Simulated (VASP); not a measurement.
Write the native input for VASP 6.6.1 that does the following.

```
Task                   : single point
Functional             : LDA
Potentials or basis    : VASP PAW LDA potentials, release 64 (Tl_d, Pd, F)
Cutoff                 : 520 eV
k mesh                 : 1 × 1 × 1
Occupations            : fermi-dirac, width 0.05 eV
Spin                   : no spin polarisation
Dipole correction      : no
Further INCAR settings : LREAL = Auto; ALGO = Fast; EDIFF = 1e-06; NBANDS = 198
```

The structure of Tl8Pd8F23 (a cell with a defect) lies in POSCAR:

```
Tl8Pd8F23
1.0
    8.5426590000      0.0000000000      0.0000000000
    0.0325000000      8.5427410000      0.0000000000
    0.0068550000      0.0676480000      8.5441360000
Tl Pd F
8 8 23
Direct
    0.4892896669      0.5018551366      0.5185895917
    0.5150912642      0.5120855091      0.9931723933
    0.5349923109      0.9507188824      0.5462810985
    0.4668546076      0.9606231743      0.9482175846
    1.0108867316      0.4643150379      0.4593910958
    1.0044628533      0.4604020050      1.0289279103
    1.0484378071      0.9349264686      0.4621766320
    0.9547128841      0.9720235211      0.9661011950
    0.2891618137      0.2104046930      0.2700331549
    0.2535411569      0.2546249487      0.7598895898
    0.2565699997      0.7403880142      0.2403168676
    0.2671284791      0.7441537660      0.7625814945
    0.7558877596      0.1989253292      0.2251719776
    0.7756576989      0.2800558353      0.7029850648
    0.7556677716      0.7041252311      0.2193785305
    0.7639460196      0.7521731912      0.7329003190
    0.0301593040      0.2093110473      0.2854472354
    0.2880143183      0.2889134127      0.4817222011
    0.2651110039      0.4787858123      0.2314452860
    0.0298190090      0.2082195175      0.7292838035
    0.3000916696      0.2163645019      1.0193072769
    0.2979844645      0.4878821749      0.7679301921
    0.0080458263      0.7570385083      0.2426693583
    0.3056321365      0.7658396184      0.5104436540
    0.2610712246      0.9682920039      0.2754286683
    0.0037954476      0.7866385066      0.7310042818
    0.2531483052      0.6947634456      0.9862202568
    0.2736450549      1.0280927003      0.7046821352
    0.5355518938      0.1484334540      0.2390528428
    0.7331782800      0.3154073317      0.4605731931
    0.7614905116      0.4633763713      0.1876725745
    0.5140226122      0.2807191753      0.7522586251
    0.8023304624      0.2585024152      0.9428337751
    0.7481025040      0.5246468915      0.7387873976
    0.4912549440      0.7116738550      0.2402817558
    0.7838268567      0.7585767431      0.4785855469
    0.7276364646      0.9325894225      0.1955727296
    0.5087796709      0.7418054442      0.7235722840
    0.7571606372      1.0384793743      0.6687510592
```

One way to write it, as run:

INCAR

```
SYSTEM = Tl8Pd8F23
ALGO = Fast ; EDIFF = 1E-6
ENCUT = 520 ; GGA = CA
ISIF = 2 ; ISMEAR = -1
LASPH = .TRUE. ; LCHARG = .FALSE.
LREAL = Auto ; LWAVE = .FALSE.
NBANDS = 198 ; NELM = 60
PREC = Accurate ; SIGMA = 0.05
```

KPOINTS

```
k-points
0
G
  1 1 1
  0 0 0
```

Potentials or basis: VASP PAW LDA potentials, release 64 (Tl_d, Pd, F).

The run is started by

```sh
$ cat potpaw_LDA.64/Tl_d/POTCAR potpaw_LDA.64/Pd/POTCAR potpaw_LDA.64/F/POTCAR > POTCAR
$ mpirun -np 1 vasp_gam > vasp.out
```

It gave:

The pressure is -2.2 GPa and the largest force is 3.351 eV/Å. The band gap on the k mesh is none (metal or under the smearing width).

Caveat: an odd number of electrons without spin polarisation forces a metal; a magnetic or distorted state may lie lower.

It took 2.4 min on 1 thread of Intel(R) Xeon(R) 6975P-C (Granite Rapids), on a shared host, peak memory 0.45 GiB.
